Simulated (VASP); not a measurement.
Output of a VASP run:

**OUTCAR**
```
 ion  position               nearest neighbor table
   1  0.000  0.000  0.500-   3 2.50   4 2.50   5 2.50   6 2.50   3 2.50   4 2.50   5 2.50   6 2.50
  LATTYP: Found a simple tetragonal cell.
 ALAT       =     4.0467180000
 C/A-ratio  =     1.7683045866
 Subroutine PRICEL returns:
 Original cell was already a primitive cell.
 Subroutine GETGRP returns: Found 16 space group operations
The static configuration has the point symmetry D_4h.
The dynamic configuration has the point symmetry D_4h.
 Subroutine INISYM returns: Found 16 space group operations
 Subroutine IBZKPT returns following result:
 Found     12 irreducible k-points:

 Following reciprocal coordinates:
            Coordinates               Weight
  0.000000  0.000000  0.000000      1.000000
  0.200000  0.000000  0.000000      4.000000
  0.400000  0.000000  0.000000      4.000000
  0.200000  0.200000  0.000000      4.000000
  0.400000  0.200000  0.000000      8.000000
  0.400000  0.400000  0.000000      4.000000
  0.000000  0.000000  0.333333      2.000000
  0.200000  0.000000  0.333333      8.000000
  0.400000  0.000000  0.333333      8.000000
  0.200000  0.200000  0.333333      8.000000
  0.400000  0.200000  0.333333     16.000000
  0.400000  0.400000  0.333333      8.000000
   k-points           NKPTS =     12   k-points in BZ     NKDIM =     12   number of bands    NBANDS=     40
   number of dos      NEDOS =    301   number of ions     NIONS =      7
   total plane-waves  NPLWV =  23040
   dimension x,y,z NGX =    24 NGY =   24 NGZ =   40
   dimension x,y,z NGXF=    48 NGYF=   48 NGZF=   80
   ions per type =               1   1   5
   PREC   = accura    normal or accurate (medium, high low for compatibility)
   ISTART =      0    job   : 0-new  1-cont  2-samecut
   ICHARG =      2    charge: 1-file 2-atom 10-const
   ISPIN  =      1    spin polarized calculation?
   LNONCOLLINEAR =      F non collinear calculations
   LSORBIT =      F    spin-orbit coupling
   INIWAV =      1    electr: 0-lowe 1-rand  2-diag
   ENCUT  =  300.0 eV  22.05 Ry    4.70 a.u.   5.72  5.72 10.11*2*pi/ulx,y,z
   NELM   =    100;   NELMIN=  2; NELMDL= -5     # of ELM steps
   EDIFF  = 0.1E-05   stopping-criterion for ELM
   LREAL  =      F    real-space projection
   NLSPLINE    = F    spline interpolate recip. space projectors
   LMAXMIX     =    6 max onsite mixed and CHGCAR
   VOSKOWN=      0    Vosko Wilk Nusair interpolation
   EDIFFG = 0.1E-04   stopping-criterion for IOM
   NSW    =      0    number of steps for IOM
   NBLOCK =      1;   KBLOCK =      1    inner block; outer block
   IBRION =     -1    ionic relax: 0-MD 1-quasi-New 2-CG
   NFREE  =      0    steps in history (QN), initial steepest desc. (CG)
   ISIF   =      2    stress and relaxation
   ISYM   =      2    0-nonsym 1-usesym 2-fastsym
   TEIN   =    0.0    initial temperature
   TEBEG  =    0.0;   TEEND  =   0.0 temperature during run
   SMASS  =  -3.00    Nose mass-parameter (am)
   PSTRESS=    0.0 pullay stress
   NELECT =      68.0000    total number of electrons
   EFERMI =   0.00;   METHOD = LEGACY
   ISMEAR =    -1;   SIGMA  =   0.05  broadening in eV -4-tet -1-fermi 0-gaus
   IALGO  =     38    algorithm
   LDIAG  =      T    sub-space diagonalisation (order eigenvalues)
   IMIX   =      4    mixing-type and parameters
     AMIX     =   0.40;   BMIX     =  1.00
     AMIX_MAG =   1.60;   BMIX_MAG =  1.00
     AMIN     =   0.10
   GGA     = CA    functional components
   VOSKOWN =     0    Vosko Wilk Nusair interpolation
   LHFCALC =     F    Hartree Fock is set to
   LHFONE  =     F    Hartree Fock one center treatment
   AEXX    =    0.0000 exact exchange contribution
   IVDW    =     0    specifies the selected vdW correction
   LEPSILON=     F    determine dielectric tensor
   LRPA    =     F    only Hartree local field effects (RPA)
  energy-cutoff  :      300.00
  volume of cell :      117.18
      direct lattice vectors                 reciprocal lattice vectors
     4.046718000  0.000000000  0.000000000     0.247113834  0.000000000  0.000000000
...
```

OSZICAR:
```
       N       E                     dE             d eps       ncg     rms          rms(c)
DAV:   1     0.460854084166E+03    0.46085E+03   -0.22649E+04  1032   0.139E+03
DAV:   2    -0.121438468330E+01   -0.46207E+03   -0.44212E+03  1024   0.406E+02
DAV:   3    -0.518606344265E+02   -0.50646E+02   -0.48714E+02  1120   0.115E+02
DAV:   4    -0.537430744094E+02   -0.18824E+01   -0.18708E+01  1168   0.238E+01
DAV:   5    -0.538030973354E+02   -0.60023E-01   -0.60002E-01  1280   0.424E+00    0.217E+01
DAV:   6    -0.516958433855E+02    0.21073E+01   -0.91830E+00  1096   0.151E+01    0.985E+00
DAV:   7    -0.515447773990E+02    0.15107E+00   -0.38573E-01  1192   0.373E+00    0.480E+00
DAV:   8    -0.515085942526E+02    0.36183E-01   -0.86835E-02  1248   0.163E+00    0.501E-01
DAV:   9    -0.515060986489E+02    0.24956E-02   -0.15300E-02  1248   0.993E-01    0.316E-01
DAV:  10    -0.515053731715E+02    0.72548E-03   -0.28989E-03  1288   0.471E-01    0.171E-01
DAV:  11    -0.515053004328E+02    0.72739E-04   -0.74209E-04  1288   0.186E-01    0.451E-02
DAV:  12    -0.515052928503E+02    0.75825E-05   -0.81791E-05  1240   0.736E-02    0.200E-02
DAV:  13    -0.515052909830E+02    0.18673E-05   -0.69637E-06  1064   0.211E-02    0.422E-03
DAV:  14    -0.515052908691E+02    0.11392E-06   -0.97692E-07   696   0.550E-03
   1 F= -.51505291E+02 E0= -.51501021E+02  d E =-.853879E-02
```

OUTCAR:
```
------------------------ aborting loop because EDIFF is reached ----------------------------------------
  FORCE on cell =-STRESS in cart. coord.  units (eV):
  Direction    XX          YY          ZZ          XY          YZ          ZX
  --------------------------------------------------------------------------------------
  Total      -12.1621281    -12.1621281    -11.2991322      0.0000000      0.0000000      0.0000000
  in kB     -166.2854528   -166.2854528   -154.4862297      0.0000000      0.0000000      0.0000000
  external PRESSURE =    -162.3523785 kB  Pullay stress =       0.0000000 kB
  volume of cell :      117.18
      direct lattice vectors                 reciprocal lattice vectors
     4.046718000  0.000000000  0.000000000     0.247113834  0.000000000  0.000000000
     0.000000000  4.046718000  0.000000000     0.000000000  0.247113834  0.000000000
     0.000000000  0.000000000  7.155830000     0.000000000  0.000000000  0.139746193
 POSITION                                       TOTAL-FORCE (eV/Angst)
 -----------------------------------------------------------------------------------
      0.00000      0.00000      3.57791         0.000000     -0.000000     -0.000000
      2.02336      2.02336      0.00000         0.000000     -0.000000     -0.000000
      0.00000      2.02336      2.11491         0.000000     -0.000000      0.006264
      0.00000      2.02336      5.04092        -0.000000     -0.000000     -0.006264
      2.02336      0.00000      2.11491         0.000000      0.000000      0.006264
      2.02336      0.00000      5.04092         0.000000      0.000000     -0.006264
      0.00000      0.00000      0.00000         0.000000     -0.000000     -0.000000
 -----------------------------------------------------------------------------------
    total drift:                                0.000000     -0.000000     -0.000000
  FREE ENERGIE OF THE ION-ELECTRON SYSTEM (eV)
  ---------------------------------------------------
  free  energy   TOTEN  =       -51.5052908691 eV

  energy  without entropy=      -51.4967520747  energy(sigma->0) =      -51.50102147
```
(Selected blocks of OUTCAR.)

**POSCAR**
```
SiSnPt5
1
    4.0467180000     0.0000000000     0.0000000000
    0.0000000000     4.0467180000     0.0000000000
    0.0000000000     0.0000000000     7.1558300000
Si Sn Pt
1 1 5
Direct
  0.0000000000   0.0000000000   0.5000000000
  0.5000000000   0.5000000000   0.0000000000
  0.0000000000   0.5000000000   0.2955500000
  0.0000000000   0.5000000000   0.7044500000
  0.5000000000   0.0000000000   0.2955500000
  0.5000000000   0.0000000000   0.7044500000
  0.0000000000   0.0000000000   0.0000000000
```

Question: Reconstruct the remaining input files.

Answer: One answer among several that fit: the input of the run itself, LDA (Ceperley-Alder, Perdew-Zunger), plane waves, VASP's LDA PAW potentials (set 64).

KPOINTS:
```
Automatic mesh
0
Gamma
5 5 3
0 0 0
```

INCAR:
```
! general
SYSTEM =SiSnPt5
PREC   =Accurate
ENCUT  =300
LREAL  =F
LASPH  =T

! electronic loop
EDIFF  =1E-6
NELM   =100
ALGO   =Normal
LMAXMIX=6

! smearing
ISMEAR =-1
SIGMA  =0.05

! ions
ISIF   =2

! output
LWAVE  =F
LCHARG =F
```

POTCAR, in this order: Si Sn_d Pt (LDA.64 set). Program: vasp_std.

At this cut-off the stress carries a Pulay error, which pulls relaxed volumes low.

The structure comes from a computed database's SiSnPt5 entry (P4/mmm); how it stands against other phases isn't given here. The cell was not relaxed at this level. The k-mesh is coarse (spacing up to 0.31 per Å, 2π included), so the numbers may not be converged in it.
